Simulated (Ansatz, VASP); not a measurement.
# Cross-check of HfO2 between VASP and Ansatz, part 2 of 2

Wanted: the spread between two codes on one cell, functional and k mesh. The cell is taken from a series of runs on this material, whose earlier steps may have relaxed, scaled, displaced or heated it; both programs get it as it stands.

VASP 6.6.1 and Ansatz 0.2.0.

So far: The starting structure; VASP: zone-centre phonons, LDA.

### Step 2. VASP: zone-centre phonons, LDA (continued)

Level of this step: LDA; plane waves and PAW (O, Hf_pv) (VASP).

Numbers of over 12 decimals in the logs are rounded to 6 here.

Parts of OUTCAR (step 2):

```text
ion  position               nearest neighbor table
   1  0.250  0.250  0.250-   3 2.18   3 2.18   3 2.18   3 2.18
   2  0.750  0.750  0.750-   3 2.18   3 2.18   3 2.18   3 2.18
   3  0.000  0.000  0.000-   2 2.18   2 2.18   2 2.18   1 2.18   2 2.18   1 2.18   1 2.18   1 2.18

  LATTYP: Found a body centered tetragonal cell.
 ALAT       =     3.5255723801
 C/A-ratio  =     1.4470748572

 Subroutine GETGRP returns: Found 16 space group operations
 (whereof 16 operations were pure point group operations)

The static configuration has the point symmetry D_4h.

 Found     59 irreducible k-points:

   k-points           NKPTS =     59   k-points in BZ     NKDIM =     59   number of bands    NBANDS=     17

   dimension x,y,z NGX =    28 NGY =   28 NGZ =   28
   dimension x,y,z NGXF=    56 NGYF=   56 NGZF=   56

   ENCUT  =  600.0 eV  44.10 Ry    6.64 a.u.   7.12  7.12  7.04*2*pi/ulx,y,z

   NELECT =      22.0000    total number of electrons

 k-points in reciprocal lattice and weights: Automatic mesh
   0.00000000  0.00000000  0.00000000       0.002
   0.12500000  0.00000000  0.00000000       0.016
   0.25000000  0.00000000  0.00000000       0.016
   0.37500000 -0.00000000  0.00000000       0.016
   0.50000000  0.00000000  0.00000000       0.008
   0.12500000  0.12500000  0.00000000       0.004
   0.25000000  0.12500000  0.00000000       0.016
   0.37500000  0.12500000  0.00000000       0.016
   0.50000000  0.12500000  0.00000000       0.016
[...]
-0.37500000  0.12500000  0.50000000       0.008
  -0.25000000  0.25000000  0.50000000       0.004

 average (electrostatic) potential at core
       1 -70.4407       2 -70.4407       3 -37.3335

  Total       -0.7371840     -0.7371840     -2.9589476      0.0000000      0.0000000     -0.0000000
  in kB      -37.2508856    -37.2508856   -149.5195370      0.0000000      0.0000000     -0.0000000
  external PRESSURE =     -74.6737694 kB  Pullay stress =       0.0000000 kB

  energy-cutoff  :      600.00
  volume of cell :       31.71
      direct lattice vectors                 reciprocal lattice vectors
     0.000000000  2.492956137  2.550883574    -0.200565101  0.200565101  0.196010514
     2.492956137  0.000000000  2.550883574     0.200565101 -0.200565101  0.196010514
     2.492956137  2.492956137  0.000000000     0.200565101  0.200565101 -0.196010514

 POSITION                                       TOTAL-FORCE (eV/Angst)
 -----------------------------------------------------------------------------------
      1.24648      1.24648      1.27544        -0.000000     -0.000000      0.000000
      3.73943      3.73943      3.82633         0.000000      0.000000     -0.000000
      0.00000      0.00000      0.00000        -0.000000      0.000000     -0.000000
 -----------------------------------------------------------------------------------
    total drift:                                0.000000      0.000000      0.000000

 MACROSCOPIC STATIC DIELECTRIC TENSOR (including local field effects in DFT)
 ------------------------------------------------------
           5.296527     0.000000     0.000000
           0.000000     5.296527     0.000000
           0.000000     0.000000     5.460733
 ------------------------------------------------------

 PIEZOELECTRIC TENSOR (including local field effects)  for field in x, y, z        (C/m^2)
          XX          YY          ZZ          XY          YZ          ZX
  --------------------------------------------------------------------------------
  x     0.00000     0.00000     0.00000     0.00000     0.00000     0.00000
  y     0.00000     0.00000     0.00000     0.00000     0.00000     0.00000
  z     0.00000     0.00000     0.00000     0.00000     0.00000     0.00000

 BORN EFFECTIVE CHARGES (including local field effects) (in |e|, cummulative output)
 ---------------------------------------------------------------------------------
 ion    1
    1    -2.74681     0.00000     0.00000
    2     0.00000    -2.74681     0.00000
    3     0.00000     0.00000    -2.82756
 ion    2
    1    -2.74681     0.00000     0.00000
    2     0.00000    -2.74681     0.00000
    3     0.00000     0.00000    -2.82756
 ion    3
    1     5.49363     0.00000     0.00000
    2     0.00000     5.49363     0.00000
    3     0.00000     0.00000     5.65512

 Eigenvectors and eigenvalues of the dynamical matrix
 ----------------------------------------------------

   1 f  =   17.816410 THz   111.943804 2PiTHz  594.291460 cm-1    73.682717 meV
             X         Y         Z           dx          dy          dz
      1.246478  1.246478  1.275442    -0.000488   -0.707107   -0.000000
      3.739434  3.739434  3.826325     0.000488    0.707107    0.000000
      0.000000  0.000000  0.000000     0.000000    0.000000   -0.000000

   2 f  =   17.816410 THz   111.943804 2PiTHz  594.291460 cm-1    73.682717 meV
             X         Y         Z           dx          dy          dz
      1.246478  1.246478  1.275442     0.707107   -0.000488    0.000000
      3.739434  3.739434  3.826325    -0.707107    0.000488   -0.000000
      0.000000  0.000000  0.000000    -0.000000   -0.000000    0.000000

   3 f  =   16.622604 THz   104.442899 2PiTHz  554.470375 cm-1    68.745534 meV
             X         Y         Z           dx          dy          dz
      1.246478  1.246478  1.275442     0.000000   -0.000000    0.707107
      3.739434  3.739434  3.826325     0.000000   -0.000000   -0.707107
      0.000000  0.000000  0.000000    -0.000000    0.000000    0.000000

   4 f  =    6.932229 THz    43.556481 2PiTHz  231.234277 cm-1    28.669384 meV
             X         Y         Z           dx          dy          dz
      1.246478  1.246478  1.275442     0.000000    0.650981    0.000000
      3.739434  3.739434  3.826325     0.000000    0.650981    0.000000
      0.000000  0.000000  0.000000    -0.000000   -0.390446   -0.000000

   5 f  =    6.932229 THz    43.556481 2PiTHz  231.234277 cm-1    28.669384 meV
             X         Y         Z           dx          dy          dz
      1.246478  1.246478  1.275442    -0.650981    0.000000    0.000000
      3.739434  3.739434  3.826325    -0.650981    0.000000   -0.000000
      0.000000  0.000000  0.000000     0.390446   -0.000000   -0.000000

   6 f  =    6.762962 THz    42.492944 2PiTHz  225.588131 cm-1    27.969351 meV
             X         Y         Z           dx          dy          dz
      1.246478  1.246478  1.275442    -0.000000    0.000000   -0.650997
      3.739434  3.739434  3.826325    -0.000000    0.000000   -0.650997
      0.000000  0.000000  0.000000    -0.000000   -0.000000    0.390393

   7 f/i=    0.003583 THz     0.022514 2PiTHz    0.119522 cm-1     0.014819 meV
             X         Y         Z           dx          dy          dz
      1.246478  1.246478  1.275442     0.000000   -0.000000    0.276050
      3.739434  3.739434  3.826325     0.000000   -0.000000    0.276050
      0.000000  0.000000  0.000000     0.000000   -0.000000    0.920648

   8 f/i=    0.004071 THz     0.025579 2PiTHz    0.135794 cm-1     0.016836 meV
             X         Y         Z           dx          dy          dz
      1.246478  1.246478  1.275442    -0.051713    0.271201    0.000000
      3.739434  3.739434  3.826325    -0.051713    0.271201    0.000000
      0.000000  0.000000  0.000000    -0.172441    0.904332    0.000000

   9 f/i=    0.004071 THz     0.025579 2PiTHz    0.135794 cm-1     0.016836 meV
             X         Y         Z           dx          dy          dz
      1.246478  1.246478  1.275442    -0.271201   -0.051713   -0.000000
      3.739434  3.739434  3.826325    -0.271201   -0.051713   -0.000000
      0.000000  0.000000  0.000000    -0.904332   -0.172441   -0.000000

 MACROSCOPIC STATIC DIELECTRIC TENSOR IONIC CONTRIBUTION
 ------------------------------------------------------
          32.227501    -0.000000     0.000000
          -0.000000    32.227501    -0.000000
           0.000000    -0.000000    35.886873
 ------------------------------------------------------

 ELASTIC MODULI CONTR FROM IONIC RELAXATION (kBar)
 Direction    XX          YY          ZZ          XY          YZ          ZX
 --------------------------------------------------------------------------------
 XX           0.0000      0.0000      0.0000      0.0000      0.0000      0.0000
 YY           0.0000      0.0000      0.0000      0.0000      0.0000      0.0000
 ZZ           0.0000      0.0000      0.0000      0.0000      0.0000      0.0000
 XY           0.0000      0.0000      0.0000   -269.5732      0.0000     -0.0000
 YZ           0.0000      0.0000      0.0000      0.0000   -275.5943     -0.0000
 ZX           0.0000      0.0000      0.0000     -0.0000     -0.0000   -263.4522
 --------------------------------------------------------------------------------

 PIEZOELECTRIC TENSOR IONIC CONTR  for field in x, y, z        (C/m^2)
          XX          YY          ZZ          XY          YZ          ZX
  --------------------------------------------------------------------------------
  x     0.00000     0.00000     0.00000    -0.00000     0.00000     0.00000
  y     0.00000     0.00000     0.00000     0.00000     0.00000     0.00000
  z     0.00000     0.00000     0.00000     0.00000     0.00000     0.00000
```

### Step 3. Ansatz: zone-centre phonons, LDA

Ansatz runs on its PAW soft_1 files.

The same cell, functional (in two slightly different forms) and mesh now go to Ansatz, which takes its cutoff from its data sets.

File input.yaml:

```yaml
crystal:
  lattice:
    - [0.0, 2.4929561375, 2.5508835742]
    - [2.4929561375, 0.0, 2.5508835742]
    - [2.4929561375, 2.4929561375, 0.0]
  atoms:
    - { symbol: O, position: [0.25, 0.25, 0.25] }
    - { symbol: O, position: [0.75, 0.75, 0.75] }
    - { symbol: Hf, position: [0.0, 0.0, 0.0] }
kpoints:
  mp_grid: { grid: [8, 8, 8] }
hamiltonian:
  xc: lda
  pseudopotentials: { kind: paw, azcp: { folder: soft_1 }, xc_functional: pbe }
scf:
  occupations: { method: fixed }
output:
  eigenvalues: true
phonons:
  method: dfpt
  dielectric: true
  rigid_motions: translations
```

Run with:

```sh
> ansatz run input.yaml --threads 8 --pin off --max-ram 20480MiB --backend cpu --events-out ev --progress --plain --runs-dir out
```

What it wrote:

```text
Engine: ansatz 0.2.0, aarch64-unknown-linux-gnu
Pseudopotentials: kind: paw
Pseudopotential: O, paw, valence charge 6, recommended cutoff 420 eV (normal), soft_1/O.paw.azcp
Pseudopotential: Hf, paw, valence charge 26, recommended cutoff 420 eV (normal), soft_1/Hf.paw.azcp
Functional definition: SPW92
  exchange = slater_x
  correlation = pw_c
Crystal: 3 atoms, lattice volume = 31.707 Å³
Basis set: ecut = 420 eV, 617 PW (Γ), exchange–correlation on 48×48×48 points (8 copies of the dense FFT grid, shifted against one another)
Bands: 23, of which v1, the nominal top of the filled ones, is band 19 counted from 1 (18 counted from 0)
Symmetry: 16 space group operations
k-points: 260 of 512 (irreducible under 1 space group operation, time reversal used)
Non-local potential: O, projectors of the file, l = 0: 2, l = 1: 2, l = 2: 1
Non-local potential: Hf, projectors of the file, l = 0: 3, l = 1: 2, l = 2: 2, l = 3: 3
PAW form: soft (Blöchl's): semilocal exchange-correlation on the pseudo side does not see the compensation charge
PAW frozen core: O, regenerated for the run's functional, and the local potential with it (the file was generated under x = pbe(κ = 0.804, μ = 0.219515), c = pbe(β = 0.066725))
PAW frozen core: Hf, regenerated for the run's functional, and the local potential with it (the file was generated under x = pbe(κ = 0.804, μ = 0.219515), c = pbe(β = 0.066725))
PAW one-centre angular grid: O, 110 points (default); XC on 64 Gauss nodes
PAW one-centre angular grid: Hf, 590 points (default); XC on 64 Gauss nodes
Initial density: superposition of atomic densities (chi_scale 0.1, normalization cell, long waves kept (reshape's long-wave potential 0.00 eV rms))
Initial wavefunctions: pseudopotential atomic-orbital guess
Functional: x = slater, c = lda
SCF iter   1: F=—  HF=-16594.286358 eV  |F-HF|=—  |Δ(HF+E_count)|=         —  Δρ=9.05e-2  dr2=1.97e0  ethr=3.10e-3  ⟨swp⟩=4.1  Hψ=19673  notcnv=0  defer=512
preconditioner: auto → none  [insulator: Δε(μ)=2.814 eV  Ē_g=19.340 eV  n_scr=14 (ndim 8)  ℏωp=39.6 eV  f_vac=0.000  ε∞_Penn≈5.2]
SCF iter   2: F=—  HF=-16593.710064 eV  |F-HF|=—  |Δ(HF+E_count)|=   5.76e-1  Δρ=3.74e-2  dr2=3.86e-1  ethr=3.10e-3  ⟨swp⟩=2.3  Hψ=14105  notcnv=0  defer=467
SCF iter   3: F=—  HF=-16593.617879 eV  |F-HF|=—  |Δ(HF+E_count)|=   9.22e-2  Δρ=2.59e-2  dr2=1.15e-1  ethr=1.02e-3  ⟨swp⟩=2.0  Hψ=10393  notcnv=0  defer=520
SCF iter   4: F=—  HF=-16593.596099 eV  |F-HF|=—  |Δ(HF+E_count)|=   2.18e-2  Δρ=6.27e-3  dr2=4.74e-3  ethr=3.02e-4  ⟨swp⟩=2.3  Hψ=9833  notcnv=0  defer=520
SCF iter   5: F=—  HF=-16593.598495 eV  |F-HF|=—  |Δ(HF+E_count)|=   2.40e-3  Δρ=2.81e-3  dr2=8.92e-4  ethr=1.25e-5  ⟨swp⟩=2.0  Hψ=11872  notcnv=0  defer=520
SCF iter   6: F=—  HF=-16593.598670 eV  |F-HF|=—  |Δ(HF+E_count)|=   1.75e-4  Δρ=3.09e-4  dr2=9.97e-6  ethr=2.35e-6  ⟨swp⟩=2.0  Hψ=9885  notcnv=0  defer=520
SCF iter   7: F=—  HF=-16593.598673 eV  |F-HF|=—  |Δ(HF+E_count)|=   3.27e-6  Δρ=2.28e-5  dr2=1.12e-7  ethr=2.62e-8  ⟨swp⟩=2.7  Hψ=9574  notcnv=0  defer=5
SCF iter   8: F=—  HF=-16593.598670 eV  |F-HF|=—  |Δ(HF+E_count)|=   2.88e-6  Δρ=2.84e-6  dr2=6.29e-10  ethr=2.95e-10  ⟨swp⟩=2.2  Hψ=11097  notcnv=0  defer=4
SCF iter   9: F=-16593.598670 eV  HF=-16593.598670 eV  |F-HF|=7.28e-12  |Δ(HF+E_count)|=  1.09e-10  Δρ=3.18e-7  dr2=1.33e-11  ethr=1.00e-12  ⟨swp⟩=8.7  Hψ=41437  notcnv=0
SCF 1 converged in 9 iterations: F = -16593.598670 eV  dr2 = 1.33e-11
  greatest PAW one-centre occupation: 0.999 electrons in one spin orbital (limit 2), on the Hf atom at site 2 (counted from 0), in its partial waves of l = 3
NSCF: frozen V_eff on 3 k-points
DFPT response loops at Γ: preconditioner auto → none (the input reference at scf.mixing.eps_inf says where Resta's filter doesn't serve); β = 0.50; Broyden in place of MSR1
SCF converged after 9 iterations
Free energy (F): -16593.598670 eV
Harris-Foulkes:  -16593.598670 eV  (|F-HF|=7.28e-12)
Internal energy: -16593.598670 eV  (E = F + TS)
E sigma→0 (E₀):  -16593.598670 eV
Fermi energy:    15.044590 eV
--- Per-component energies (eV) ---
  E_band       = 14.018142
  E_kinetic    = 742.533566
  E_local      = -6911.131042  (includes V_loc(G=0)·N_el)
  E_nonlocal   = 187.075831
  E_hartree    = 3295.828389
  E_xc         = -405.485016
  E_vxc        = -436.496246  (∫ρ·V_xc dr)
  E_paw        = -7760.758767  (= ΣΔE_a)
  E_vpaw       = -159.622342  (= ΣTr[D̂ρ^β])
  E_aug_tail   = 0.001706  (compensation charges beyond the density's cutoff)
  E_ewald      = -5744.314268
  E_core_change = 2.650931  (= ΣΔE_core)
  E_smearing   = -0.000000  (= −TS)
  E_closure    = -0.000000  (closes the sum)
  Σ components = -16593.598670   (vs F -16593.598670, Δ=0.00e0)
--- Band table (eV; the first three rows and the last of 260) ---
  k-point 0: bands = [... 15 lower, 9.3455, 14.1154, 14.4230, 14.4230, 18.5365, 18.8244, 20.8073, 25.6113]
  k-point 1: bands = [... 15 lower, 9.7970, 13.7458, 14.0231, 14.1062, 18.8787, 19.1200, 21.4050, 24.8844]
  k-point 2: bands = [... 15 lower, 10.8544, 12.8953, 13.4160, 13.5351, 19.4107, 19.5240, 21.9983, 24.3188]
  k-point 259: bands = [... 15 lower, 11.7722, 12.1429, 13.0618, 13.0876, 19.4165, 19.5213, 22.1238, 23.7861]
--- Phonons (Γ-DFPT): 4 representative perturbations + reference, on 260 of 512 k-points (Σ response iterations 16) ---
  k mesh reduced under 1 symmetry operation, with k and −k counted as one. Each operation leaves every solved perturbation unchanged. A smaller set is not considered because the run solves the response to a homogeneous field
  ASR residual: 1.183e-4 → 0.000e0 eV/Å²; symmetrization residual: 1.696e-5 eV/Å²
  ASR residual per site (eV/Å²): 1.18e-4 1.18e-4 2.53e-5
  Γ frequencies (cm⁻¹): 0.00 0.00 0.00 229.98 235.15 235.15 557.94 596.83 596.83
  ε∞ (high-frequency dielectric tensor):
        5.350232     0.000000     0.000000
        0.000000     5.350232     0.000000
        0.000000     0.000000     5.517570
  ε⁰ (static dielectric tensor: ions relaxed, cell fixed):
       36.978933     0.000000     0.000000
        0.000000    36.978933    -0.000000
        0.000000    -0.000000    40.608506
  ε⁰ − ε∞ (ionic part):
       31.628701     0.000000     0.000000
        0.000000    31.628701    -0.000000
        0.000000    -0.000000    35.090936
  softest optical mode at Γ: 229.98 cm⁻¹; the repairs (sum rule, projections) moved no ω² at Γ by more than (2.15 cm⁻¹)²
  Born effective charges Z* (e; rows j = field, columns β = displacement):
    site 0:
        -2.76485    0.00000    0.00000
         0.00000   -2.76485    0.00000
         0.00000    0.00000   -2.84823
    site 1:
        -2.76485    0.00000    0.00000
         0.00000   -2.76485    0.00000
         0.00000   -0.00000   -2.84823
    site 2:
         5.52969    0.00000    0.00000
         0.00000    5.52969   -0.00000
         0.00000    0.00000    5.69646
  Z* charge neutrality: 2.296e-5 e pre-enforcement
  k-mesh period / interband length: 28.5 Å / 1.38 Å = 20.68 at k = (0.0000, 0.0000, 0.0000), direct gap 4.113 eV — 14 or more, which is no proof of convergence
  optical modes at Γ without the LO–TO term, one row a degenerate level:
      ω (cm⁻¹)  modes    IR ((D/Å)²/amu)
        229.98      1            27.5908
        235.15      2            51.9980
        557.94      1             0.0000
        596.83      2             0.0000
  optical modes at Γ + LO–TO along q̂ = [1.0000, 0.0000, 0.0000]:
      ω (cm⁻¹)  modes    IR ((D/Å)²/amu)
        229.98      1            27.5908
        235.15      1            25.9990
[...]
optical modes at Γ + LO–TO along q̂ = [0.0000, 1.0000, 0.0000]:
      ω (cm⁻¹)  modes    IR ((D/Å)²/amu)
[...]
235.15      1            25.9990
        557.94      1             0.0000
        596.83      2             0.0000
        618.21      1            25.9990
  optical modes at Γ + LO–TO along q̂ = [0.0000, 0.0000, 1.0000]:
      ω (cm⁻¹)  modes    IR ((D/Å)²/amu)
        235.15      2            51.9980
        557.94      1             0.0000
        596.83      2             0.0000
        623.91      1            27.5908
```

### Step 4. Differences

Known differences besides the potentials themselves: fixed occupations in Ansatz, narrow Gaussian smearing in VASP; the data sets hold 38 valence electrons in Ansatz (on its PAW soft_1 files) and 22 in VASP; the cutoff is 420 eV in Ansatz and 600 eV in VASP; VASP's log shows a relativistic correction to its local exchange, Ansatz's none. Total energies have different zeros and are not compared.

The two programs side by side:

```
                                     quantity  Ansatz   VASP  difference
                                        ε∞ xx    5.35   5.30     +1.01 %
                                        ε∞ yy    5.35   5.30     +1.01 %
                                        ε∞ zz    5.52   5.46     +1.04 %
 Born charge of O1 (mean of the diagonal) (e)   -2.79  -2.77       -0.02
Born charge of Hf3 (mean of the diagonal) (e)    5.59   5.55       +0.04
                        optical mode 1 (cm⁻¹)   230.0  225.6     +1.95 %
                   optical mode 2 to 3 (cm⁻¹)   235.2  231.2     +1.69 %
                        optical mode 4 (cm⁻¹)   557.9  554.5     +0.63 %
                   optical mode 5 to 6 (cm⁻¹)   596.8  594.3     +0.43 %
```

Modes are paired by rising frequency, not by their patterns, so a pair may set unlike modes beside each other; they are those without the splitting of longitudinal modes.

### Step 5. Summary of results

```
r.m.s. difference of the optical zone-centre modes, each program's sorted by frequency (zone-centre phonons, LDA) : 3.5 cm⁻¹
difference in optical mode 1 (zone-centre phonons, LDA)                                                           : +1.9 %
```

The r.m.s. difference of the optical zone-centre modes, each program's sorted by frequency is 3.5 cm⁻¹ (zone-centre phonons, LDA). The data sets hold unlike numbers of valence electrons (38 in Ansatz and 22 in VASP), so part of the differences comes from the potentials. Among the rows given in per cent, the largest difference of the zone-centre phonons, LDA pair is in optical mode 1, +1.9 %. How closely two codes agree says nothing of how well the functional describes the real material.

[Lines on the potential files, build, host, timing and source positions are cut from VASP's logs without a mark.]

[Logs are printed without paths, hosts, clocks, repeated set-up lines and the standing remarks that a program may print on its own settings, such as how far it seeks lower states.]

[Hosts, paths, dates, database ids (printed as entryN), source tags and the programs' standing remarks are cut or masked in the printed files.]
